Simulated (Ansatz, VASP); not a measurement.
## Cross-check of LiH10C6IN2O2 (LiH10C6IN2O2 (C2/c)) between VASP and Ansatz

One calculation is typed for both programs; each brings its own data sets. How far apart do they land? Of the first pair: The structure shown is the start of the Ansatz relaxation below; VASP solves that cell, so the two are compared at the walk's first step.

Program: Ansatz 0.2.0. Level of theory: plane waves, with VASP 6.6.1 beside it; PBE with D3(BJ). Results are calculated unless marked as measured.

## Step 1: The starting structure

The cell holds 176 atoms: 8 Li, 80 H, 48 C, 8 I, 16 N and 16 O. Cell: a = 13.844 Å, b = 13.808 Å, c = 10.880 Å, α = 90.2°, β = 100.7°, γ = 88.8°. It derives from LiH10C6IN2O2 (C2/c), repeated 1×1×1. As first built, before any earlier steps moved the atoms or strained the cell (in the runner's words): LiH10C6IN2O2, space group C2/c, measured structure (Crystallography Open Database), 1 x 1 x 1 conventional cells; every coordinate displaced by a Gaussian of 0.03 A; bonds to H set to neutron lengths (C-H 1.089, N-H 1.015, O-H 0.983, B-H 1.19 A) where the measured ones are shorter.

## Step 2: Ansatz: relaxation, PBE with D3(BJ)

Ansatz runs on its default PAW (the set named soft_2) files.

The two programs are compared at the cell with which this relaxation starts, whose forces are those of its first step.

Contents of input.yaml:

```yaml
crystal:
  lattice:
    - [13.84276, 0.1394, -0.10685]
    - [0.13904, 13.80693, -0.00027]
    - [-1.93856, -0.01973, 10.70599]
  atoms:
    - { symbol: Li, position: [0.2247, 0.29343, 0.74441] }
    - { symbol: Li, position: [0.77551, 0.29316, 0.75642] }
    - { symbol: Li, position: [0.72462, 0.79364, 0.74432] }
    - { symbol: Li, position: [0.27522, 0.79328, 0.75625] }
    - { symbol: Li, position: [0.77539, 0.70675, 0.25623] }
    - { symbol: Li, position: [0.22476, 0.7068, 0.24447] }
    - { symbol: Li, position: [0.27589, 0.20731, 0.25649] }
    - { symbol: Li, position: [0.72479, 0.20629, 0.24438] }
    - { symbol: H, position: [0.8522, 0.49301, 0.99009] }
    - { symbol: H, position: [0.14886, 0.49233, 0.51027] }
    - { symbol: H, position: [0.35109, 0.99246, 0.99006] }
    - { symbol: H, position: [0.64836, 0.99241, 0.51034] }
    - { symbol: H, position: [0.14839, 0.50782, 0.01016] }
    - { symbol: H, position: [0.85165, 0.50716, 0.49003] }
    - { symbol: H, position: [0.64868, 0.00774, 0.01068] }
    - { symbol: H, position: [0.35205, 0.00731, 0.4907] }
    - { symbol: H, position: [0.7307, 0.46661, 0.90985] }
    - { symbol: H, position: [0.27061, 0.46634, 0.58997] }
    - { symbol: H, position: [0.22915, 0.96667, 0.91084] }
    - { symbol: H, position: [0.76989, 0.9661, 0.59052] }
    - { symbol: H, position: [0.27001, 0.53439, 0.08975] }
    - { symbol: H, position: [0.72999, 0.5332, 0.41] }
    - { symbol: H, position: [0.77041, 0.03377, 0.0904] }
    - { symbol: H, position: [0.23055, 0.03371, 0.41047] }
    - { symbol: H, position: [0.66192, 0.54114, 0.08762] }
    - { symbol: H, position: [0.3385, 0.5413, 0.4118] }
    - { symbol: H, position: [0.16183, 0.04175, 0.08931] }
    - { symbol: H, position: [0.83852, 0.04085, 0.41276] }
    - { symbol: H, position: [0.33823, 0.45942, 0.91178] }
    - { symbol: H, position: [0.66171, 0.4585, 0.58799] }
    - { symbol: H, position: [0.8384, 0.95914, 0.91212] }
    - { symbol: H, position: [0.16178, 0.95918, 0.58825] }
    - { symbol: H, position: [0.74305, 0.44309, 0.13596] }
    - { symbol: H, position: [0.25757, 0.44309, 0.3637] }
    - { symbol: H, position: [0.24289, 0.94361, 0.13737] }
    - { symbol: H, position: [0.75758, 0.94267, 0.3645] }
    - { symbol: H, position: [0.25689, 0.55732, 0.86347] }
    - { symbol: H, position: [0.74264, 0.55669, 0.63622] }
    - { symbol: H, position: [0.7573, 0.05727, 0.86416] }
    - { symbol: H, position: [0.24299, 0.05715, 0.63663] }
    - { symbol: H, position: [0.05174, 0.7588, 0.62072] }
    - { symbol: H, position: [0.94806, 0.75912, 0.88046] }
    - { symbol: H, position: [0.55202, 0.25899, 0.62116] }
    - { symbol: H, position: [0.44842, 0.25947, 0.88027] }
    - { symbol: H, position: [0.94856, 0.24066, 0.37998] }
    - { symbol: H, position: [0.05188, 0.24132, 0.12076] }
    - { symbol: H, position: [0.44828, 0.74039, 0.38019] }
    - { symbol: H, position: [0.55184, 0.74184, 0.12062] }
    - { symbol: H, position: [0.01078, 0.86109, 0.52449] }
    - { symbol: H, position: [0.98943, 0.8613, 0.97668] }
    - { symbol: H, position: [0.51101, 0.36124, 0.52488] }
    - { symbol: H, position: [0.48979, 0.36135, 0.97706] }
    - { symbol: H, position: [0.99001, 0.1386, 0.47638] }
    - { symbol: H, position: [0.01094, 0.13907, 0.02442] }
    - { symbol: H, position: [0.48987, 0.63854, 0.47691] }
    - { symbol: H, position: [0.51106, 0.6394, 0.02458] }
    - { symbol: H, position: [0.05055, 0.72071, 0.39916] }
    - { symbol: H, position: [0.94959, 0.72092, 0.102] }
    - { symbol: H, position: [0.55103, 0.22077, 0.39974] }
    - { symbol: H, position: [0.4495, 0.2206, 0.10149] }
    - { symbol: H, position: [0.94954, 0.27894, 0.60138] }
    - { symbol: H, position: [0.05074, 0.27955, 0.89929] }
    - { symbol: H, position: [0.44934, 0.77915, 0.60141] }
    - { symbol: H, position: [0.55033, 0.77986, 0.89898] }
    - { symbol: H, position: [0.9628, 0.64734, 0.45588] }
    - { symbol: H, position: [0.03722, 0.64749, 0.04509] }
    - { symbol: H, position: [0.4631, 0.14749, 0.45624] }
    - { symbol: H, position: [0.53719, 0.14731, 0.04448] }
    - { symbol: H, position: [0.03714, 0.35255, 0.54471] }
    - { symbol: H, position: [0.96288, 0.35283, 0.95598] }
    - { symbol: H, position: [0.53693, 0.85261, 0.54448] }
    - { symbol: H, position: [0.46243, 0.853, 0.95576] }
    - { symbol: H, position: [0.86143, 0.55055, 0.21467] }
    - { symbol: H, position: [0.13867, 0.55045, 0.28583] }
    - { symbol: H, position: [0.36178, 0.05094, 0.21476] }
    - { symbol: H, position: [0.63891, 0.05007, 0.28596] }
    - { symbol: H, position: [0.13846, 0.44961, 0.78577] }
    - { symbol: H, position: [0.86136, 0.44938, 0.71459] }
    - { symbol: H, position: [0.63859, 0.94985, 0.78607] }
    - { symbol: H, position: [0.36131, 0.94957, 0.71516] }
    - { symbol: H, position: [0.92355, 0.81781, 0.30495] }
    - { symbol: H, position: [0.07667, 0.81791, 0.19608] }
    - { symbol: H, position: [0.42423, 0.31795, 0.30518] }
    - { symbol: H, position: [0.57669, 0.31739, 0.19615] }
    - { symbol: H, position: [0.0767, 0.18228, 0.69597] }
    - { symbol: H, position: [0.92385, 0.18239, 0.80491] }
    - { symbol: H, position: [0.57657, 0.68257, 0.69617] }
    - { symbol: H, position: [0.42355, 0.6824, 0.80499] }
    - { symbol: C, position: [0.76923, 0.61152, 0.91625] }
    - { symbol: C, position: [0.23142, 0.6111, 0.58402] }
    - { symbol: C, position: [0.26858, 0.11134, 0.91661] }
    - { symbol: C, position: [0.73116, 0.11096, 0.58436] }
    - { symbol: C, position: [0.2315, 0.38946, 0.08423] }
    - { symbol: C, position: [0.76902, 0.38841, 0.41636] }
    - { symbol: C, position: [0.73138, 0.889, 0.08424] }
    - { symbol: C, position: [0.26914, 0.8888, 0.41675] }
    - { symbol: C, position: [0.77509, 0.5173, 0.97517] }
    - { symbol: C, position: [0.22584, 0.51695, 0.52489] }
    - { symbol: C, position: [0.27415, 0.01721, 0.97576] }
    - { symbol: C, position: [0.72543, 0.0168, 0.52527] }
    - { symbol: C, position: [0.22548, 0.48351, 0.02484] }
    - { symbol: C, position: [0.77463, 0.48264, 0.47527] }
    - { symbol: C, position: [0.7257, 0.98319, 0.02524] }
    - { symbol: C, position: [0.27495, 0.983, 0.47576] }
    - { symbol: C, position: [0.7388, 0.51781, 0.10029] }
    - { symbol: C, position: [0.26171, 0.51777, 0.3995] }
    - { symbol: C, position: [0.23862, 0.01823, 0.10137] }
    - { symbol: C, position: [0.76169, 0.0174, 0.40014] }
    - { symbol: C, position: [0.26134, 0.48269, 0.89944] }
    - { symbol: C, position: [0.73852, 0.48199, 0.60051] }
    - { symbol: C, position: [0.76157, 0.98256, 0.89985] }
    - { symbol: C, position: [0.23868, 0.98245, 0.60089] }
    - { symbol: C, position: [0.90326, 0.79155, 0.60083] }
    - { symbol: C, position: [0.09661, 0.79151, 0.89991] }
    - { symbol: C, position: [0.4035, 0.2916, 0.60115] }
    - { symbol: C, position: [0.59702, 0.29167, 0.90022] }
    - { symbol: C, position: [0.09721, 0.2086, 0.39991] }
    - { symbol: C, position: [0.90339, 0.20857, 0.10081] }
    - { symbol: C, position: [0.59694, 0.70839, 0.40005] }
    - { symbol: C, position: [0.40344, 0.70879, 0.10098] }
    - { symbol: C, position: [0.99198, 0.78675, 0.54847] }
    - { symbol: C, position: [0.00802, 0.78693, 0.95256] }
    - { symbol: C, position: [0.49226, 0.28689, 0.54886] }
    - { symbol: C, position: [0.50832, 0.28703, 0.95264] }
    - { symbol: C, position: [0.00847, 0.21301, 0.45228] }
    - { symbol: C, position: [0.99212, 0.21339, 0.04847] }
    - { symbol: C, position: [0.50825, 0.7129, 0.45252] }
    - { symbol: C, position: [0.49209, 0.7137, 0.04848] }
    - { symbol: C, position: [0.98009, 0.72173, 0.43208] }
    - { symbol: C, position: [0.01999, 0.72189, 0.06894] }
    - { symbol: C, position: [0.48049, 0.22186, 0.43248] }
    - { symbol: C, position: [0.52, 0.22164, 0.06867] }
    - { symbol: C, position: [0.02005, 0.27811, 0.56857] }
    - { symbol: C, position: [0.98025, 0.27847, 0.93214] }
    - { symbol: C, position: [0.51985, 0.77824, 0.5686] }
    - { symbol: C, position: [0.47992, 0.77865, 0.93201] }
    - { symbol: I, position: [0.9998, 0.55227, 0.75034] }
    - { symbol: I, position: [0.49989, 0.05238, 0.75077] }
    - { symbol: I, position: [2.0e-05, 0.44781, 0.25057] }
    - { symbol: I, position: [0.50002, 0.94777, 0.25057] }
    - { symbol: I, position: [0.00014, 0.03538, 0.75049] }
    - { symbol: I, position: [0.50038, 0.53552, 0.75072] }
    - { symbol: I, position: [0.00022, 0.96476, 0.25074] }
    - { symbol: I, position: [0.50056, 0.46474, 0.25036] }
    - { symbol: "N", position: [0.76393, 0.68735, 0.86982] }
    - { symbol: "N", position: [0.23644, 0.68683, 0.6307] }
    - { symbol: "N", position: [0.26357, 0.18709, 0.86999] }
    - { symbol: "N", position: [0.73634, 0.18669, 0.63106] }
    - { symbol: "N", position: [0.23688, 0.3138, 0.13111] }
    - { symbol: "N", position: [0.76392, 0.31259, 0.36991] }
    - { symbol: "N", position: [0.73648, 0.81324, 0.13085] }
    - { symbol: "N", position: [0.26391, 0.81302, 0.37018] }
    - { symbol: "N", position: [0.83132, 0.79569, 0.64073] }
    - { symbol: "N", position: [0.16845, 0.79543, 0.85978] }
    - { symbol: "N", position: [0.33155, 0.29563, 0.64101] }
    - { symbol: "N", position: [0.66893, 0.29561, 0.86023] }
    - { symbol: "N", position: [0.16915, 0.2048, 0.36] }
    - { symbol: "N", position: [0.83146, 0.20441, 0.14071] }
    - { symbol: "N", position: [0.66882, 0.70452, 0.36002] }
    - { symbol: "N", position: [0.33155, 0.70462, 0.14097] }
    - { symbol: O, position: [0.79538, 0.58111, 0.18907] }
    - { symbol: O, position: [0.20473, 0.58103, 0.31106] }
    - { symbol: O, position: [0.29576, 0.08163, 0.18945] }
    - { symbol: O, position: [0.70498, 0.0806, 0.31136] }
    - { symbol: O, position: [0.20458, 0.41916, 0.81115] }
    - { symbol: O, position: [0.79534, 0.41875, 0.68914] }
    - { symbol: O, position: [0.70469, 0.9193, 0.81132] }
    - { symbol: O, position: [0.29523, 0.91908, 0.68959] }
    - { symbol: O, position: [0.90295, 0.75444, 0.33569] }
    - { symbol: O, position: [0.09724, 0.75456, 0.1652] }
    - { symbol: O, position: [0.4035, 0.25464, 0.33596] }
    - { symbol: O, position: [0.59714, 0.254, 0.16529] }
    - { symbol: O, position: [0.09721, 0.24564, 0.66508] }
    - { symbol: O, position: [0.90318, 0.24574, 0.83568] }
    - { symbol: O, position: [0.59702, 0.74592, 0.66521] }
    - { symbol: O, position: [0.4028, 0.74571, 0.83575] }
kpoints:
  mp_grid: { grid: [1, 1, 1] }
hamiltonian:
  xc: pbe
  dispersion: d3bj
scf:
  occupations: { method: fermi_dirac, width: 0.05 }
output:
  forces: true
  eigenvalues: true
  stress: true
relax:
  f_tol: 0.05
  max_steps: 70
```

Started as:

```
> ansatz run input.yaml --threads 4 --pin off --max-ram 8192MiB --backend cpu --events-out ev --progress --plain --runs-dir out
```

Numbers of over 12 decimals in the logs are rounded to 6 here.

Output:

```text
Warning: output.stress: scf.convergence.dr2_threshold = 1e-7 eV (the SCF's general default) is looser than the 1.08e-8 eV advised for a printed stress (1e-10 eV for each atom of the cell: 176, of which 108 are counted). What an SCF threshold leaves in a stress goes as its square root, and in the free energy as the threshold itself, and one threshold admits the most on a small cell: [figures from the program's tests c [...]
Engine: ansatz 0.2.0, x86_64-unknown-linux-gnu
Pseudopotentials: kind: paw
Pseudopotential: Li, paw, valence charge 3, recommended cutoff 420 eV (normal), Li.paw.azcp
Pseudopotential: H, paw, valence charge 1, recommended cutoff 420 eV (normal), H.paw.azcp
Pseudopotential: C, paw, valence charge 4, recommended cutoff 420 eV (normal), C.paw.azcp
Pseudopotential: I, paw, valence charge 17, recommended cutoff 420 eV (normal), I.paw.azcp
Pseudopotential: N, paw, valence charge 5, recommended cutoff 420 eV (normal), N.paw.azcp
Pseudopotential: O, paw, valence charge 6, recommended cutoff 420 eV (normal), O.paw.azcp
Functional definition: PBE
  parameter kappa = 0.804
  parameter beta = 0.066725
  exchange = pbe_x(kappa = kappa, mu = beta*pi^2/3)
  correlation = pbe_c(beta = beta)
Crystal: 176 atoms, lattice volume = 2043.126 Å³
Basis set: ecut = 420 eV, 39901 PW (Γ), exchange–correlation on 192×192×150 points (8 copies of the dense FFT grid, shifted against one another)
Bands: 480, of which v1, the nominal top of the filled ones, is band 304 counted from 1 (303 counted from 0)
Symmetry: 1 space group operations
Space group: P1 (ITA 1), of the structure as read, at distance tolerance 1.3e-4 Å
k-points: 1
Non-local potential: Li, projectors of the file, l = 0: 3, l = 1: 2, l = 2: 1
Non-local potential: H, projectors of the file, l = 0: 2, l = 1: 1
Non-local potential: C, projectors of the file, l = 0: 2, l = 1: 2, l = 2: 1
Non-local potential: I, projectors of the file, l = 0: 2, l = 1: 2, l = 2: 2, l = 3: 2
Non-local potential: N, projectors of the file, l = 0: 2, l = 1: 2, l = 2: 1
Non-local potential: O, projectors of the file, l = 0: 2, l = 1: 2, l = 2: 1
PAW form: soft (Blöchl's): semilocal exchange-correlation on the pseudo side does not see the compensation charge
PAW one-centre angular grid: Li, 110 points (default); XC on 64 Gauss nodes
PAW one-centre angular grid: H, 110 points (default); XC on 64 Gauss nodes
PAW one-centre angular grid: C, 110 points (default); XC on 64 Gauss nodes
PAW one-centre angular grid: I, 590 points (default); XC on 64 Gauss nodes
PAW one-centre angular grid: N, 110 points (default); XC on 64 Gauss nodes
PAW one-centre angular grid: O, 110 points (default); XC on 64 Gauss nodes
Initial density: superposition of atomic densities (neutral atoms: chi_scale 0, normalization atom), corrected by the library's trained network
Initial wavefunctions: pseudopotential atomic-orbital guess
Functional: x = pbe(κ = 0.804, μ = 0.219515), c = pbe(β = 0.066725)
SCF iter   1: F=—  HF=-90312.126685 eV  |F-HF|=—  |Δ(HF+E_count)|=         —  Δρ=3.52e-3  dr2=2.17e-1  ethr=1.77e-3  ⟨swp⟩=6.0  Hψ=2187  notcnv=0  defer=111
preconditioner: auto → Resta (q_TF=auto, 2.229 Å⁻¹)  ε∞=2.6  [insulator: Δε(μ)=4.238 eV  Ē_g=14.111 eV  σ=0.050 eV  W_gap=1.00  n_scr=374 (ndim 8)  ℏωp=18.0 eV  f_vac=0.120  D(μ)=0.00/eV (n_scr^D=0)  ε∞_Penn≈2.6]
SCF iter   2: F=—  HF=-90312.121874 eV  |F-HF|=—  |Δ(HF+E_count)|=   4.81e-3  Δρ=1.66e-3  dr2=4.53e-2  ethr=3.57e-5  ⟨swp⟩=2.0  Hψ=821  notcnv=0  defer=133
SCF iter   3: F=—  HF=-90312.136680 eV  |F-HF|=—  |Δ(HF+E_count)|=   1.48e-2  Δρ=9.03e-4  dr2=1.84e-2  ethr=7.45e-6  ⟨swp⟩=2.0  Hψ=555  notcnv=0  defer=133
SCF iter   4: F=—  HF=-90312.135492 eV  |F-HF|=—  |Δ(HF+E_count)|=   1.19e-3  Δρ=2.86e-4  dr2=2.11e-3  ethr=3.03e-6  ⟨swp⟩=2.0  Hψ=528  notcnv=0  defer=133
SCF iter   5: F=—  HF=-90312.135738 eV  |F-HF|=—  |Δ(HF+E_count)|=   2.46e-4  Δρ=9.80e-5  dr2=2.32e-4  ethr=3.47e-7  ⟨swp⟩=2.0  Hψ=555  notcnv=0  defer=133
[...]
- { symbol: H, position: [0.961497, 0.353032, 0.957005] }
    - { symbol: H, position: [0.535852, 0.852668, 0.545263] }
    - { symbol: H, position: [0.461256, 0.853051, 0.956989] }
    - { symbol: H, position: [0.861708, 0.549845, 0.214884] }
    - { symbol: H, position: [0.139600, 0.549660, 0.286511] }
    - { symbol: H, position: [0.361973, 0.050100, 0.214916] }
    - { symbol: H, position: [0.639762, 0.049556, 0.286580] }
    - { symbol: H, position: [0.138332, 0.450279, 0.785737] }
    - { symbol: H, position: [0.860519, 0.450328, 0.714063] }
    - { symbol: H, position: [0.638415, 0.950403, 0.785928] }
    - { symbol: H, position: [0.360484, 0.950450, 0.714368] }
    - { symbol: H, position: [0.923151, 0.817929, 0.304267] }
    - { symbol: H, position: [0.076312, 0.816943, 0.195922] }
    - { symbol: H, position: [0.423444, 0.318062, 0.304419] }
    - { symbol: H, position: [0.576390, 0.316730, 0.196073] }
    - { symbol: H, position: [0.077070, 0.182153, 0.696547] }
    - { symbol: H, position: [0.924022, 0.183305, 0.804882] }
    - { symbol: H, position: [0.577061, 0.682311, 0.696711] }
    - { symbol: H, position: [0.423889, 0.683258, 0.804980] }
    - { symbol: C, position: [0.768496, 0.610382, 0.916963] }
    - { symbol: C, position: [0.231330, 0.612073, 0.585202] }
    - { symbol: C, position: [0.268188, 0.110278, 0.917129] }
    - { symbol: C, position: [0.731141, 0.112059, 0.585381] }
    - { symbol: C, position: [0.232022, 0.390160, 0.083687] }
    - { symbol: C, position: [0.769095, 0.387809, 0.415371] }
    - { symbol: C, position: [0.731917, 0.889929, 0.083725] }
    - { symbol: C, position: [0.269105, 0.887953, 0.415553] }
    - { symbol: C, position: [0.774596, 0.516239, 0.976065] }
    - { symbol: C, position: [0.225712, 0.517571, 0.526928] }
    - { symbol: C, position: [0.274166, 0.016185, 0.976357] }
    - { symbol: C, position: [0.725452, 0.017561, 0.527105] }
    - { symbol: C, position: [0.225869, 0.484205, 0.024320] }
    - { symbol: C, position: [0.774704, 0.482353, 0.473524] }
    - { symbol: C, position: [0.725915, 0.984052, 0.024582] }
    - { symbol: C, position: [0.274848, 0.982479, 0.473764] }
    - { symbol: C, position: [0.738883, 0.517896, 0.101552] }
    - { symbol: C, position: [0.262279, 0.516527, 0.401896] }
    - { symbol: C, position: [0.238879, 0.018126, 0.102118] }
    - { symbol: C, position: [0.762277, 0.016394, 0.402249] }
    - { symbol: C, position: [0.261324, 0.482345, 0.898667] }
    - { symbol: C, position: [0.737977, 0.483482, 0.598449] }
    - { symbol: C, position: [0.761417, 0.982316, 0.898962] }
    - { symbol: C, position: [0.238041, 0.983689, 0.598637] }
[...]
- { symbol: C, position: [0.980539, 0.721659, 0.431746] }
    - { symbol: C, position: [0.020639, 0.721699, 0.068187] }
    - { symbol: C, position: [0.480722, 0.221771, 0.431945] }
    - { symbol: C, position: [0.520650, 0.221644, 0.068173] }
    - { symbol: C, position: [0.019628, 0.278294, 0.568938] }
    - { symbol: C, position: [0.979624, 0.278572, 0.932637] }
    - { symbol: C, position: [0.519570, 0.778387, 0.569037] }
    - { symbol: C, position: [0.479444, 0.778599, 0.932653] }
    - { symbol: I, position: [0.998028, 0.552586, 0.748834] }
    - { symbol: I, position: [0.498077, 0.052627, 0.749097] }
    - { symbol: I, position: [0.00201087, 0.447524, 0.252074] }
    - { symbol: I, position: [0.502051, 0.947543, 0.252097] }
    - { symbol: I, position: [0.000505127, 0.035530, 0.749561] }
    - { symbol: I, position: [0.500692, 0.535584, 0.749754] }
    - { symbol: I, position: [-0.000267555, 0.964606, 0.251330] }
    - { symbol: I, position: [0.499932, 0.464633, 0.251281] }
    - { symbol: N, position: [0.763156, 0.686120, 0.870373] }
    - { symbol: N, position: [0.236581, 0.688113, 0.631146] }
    - { symbol: N, position: [0.262981, 0.185971, 0.870434] }
    - { symbol: N, position: [0.736474, 0.188085, 0.631364] }
    - { symbol: N, position: [0.237374, 0.314531, 0.130567] }
    - { symbol: N, position: [0.763815, 0.311713, 0.369582] }
    - { symbol: N, position: [0.737140, 0.814244, 0.130445] }
    - { symbol: N, position: [0.263739, 0.811885, 0.369687] }
    - { symbol: N, position: [0.830970, 0.795476, 0.641077] }
    - { symbol: N, position: [0.168370, 0.795965, 0.859848] }
    - { symbol: N, position: [0.331076, 0.295423, 0.641254] }
    - { symbol: N, position: [0.668612, 0.296118, 0.860198] }
    - { symbol: N, position: [0.169367, 0.204800, 0.359660] }
    - { symbol: N, position: [0.831749, 0.204044, 0.140695] }
    - { symbol: N, position: [0.669261, 0.704696, 0.359751] }
    - { symbol: N, position: [0.331767, 0.704097, 0.140896] }
    - { symbol: O, position: [0.795311, 0.580981, 0.189646] }
    - { symbol: O, position: [0.205316, 0.579772, 0.312254] }
    - { symbol: O, position: [0.295594, 0.081301, 0.189794] }
    - { symbol: O, position: [0.705499, 0.079611, 0.312405] }
    - { symbol: O, position: [0.204751, 0.419163, 0.810851] }
    - { symbol: O, position: [0.794812, 0.420221, 0.688185] }
    - { symbol: O, position: [0.704829, 0.919260, 0.810991] }
    - { symbol: O, position: [0.294760, 0.920395, 0.688439] }
    - { symbol: O, position: [0.903122, 0.754899, 0.335210] }
    - { symbol: O, position: [0.097448, 0.753393, 0.164825] }
    - { symbol: O, position: [0.403360, 0.255050, 0.335374] }
    - { symbol: O, position: [0.597429, 0.253147, 0.164982] }
    - { symbol: O, position: [0.097062, 0.245176, 0.665532] }
    - { symbol: O, position: [0.902877, 0.246870, 0.835925] }
    - { symbol: O, position: [0.597002, 0.745350, 0.665685] }
    - { symbol: O, position: [0.402685, 0.746798, 0.836018] }
```

Reading the cycles: dr2 is the Hartree energy of the density residual (eV), the measure of convergence; HF is the Harris–Foulkes estimate of the energy, which meets the free energy F at convergence.

[end of part 1 of 2]

[Lines on the potential files, build, host, timing and source positions are cut from VASP's logs without a mark.]

[Logs are printed without paths, hosts, clocks, repeated set-up lines and the standing remarks that a program may print on its own settings, such as how far it seeks lower states.]

[Hosts, paths, dates, database ids (printed as entryN), source tags and the programs' standing remarks are cut or masked in the printed files.]
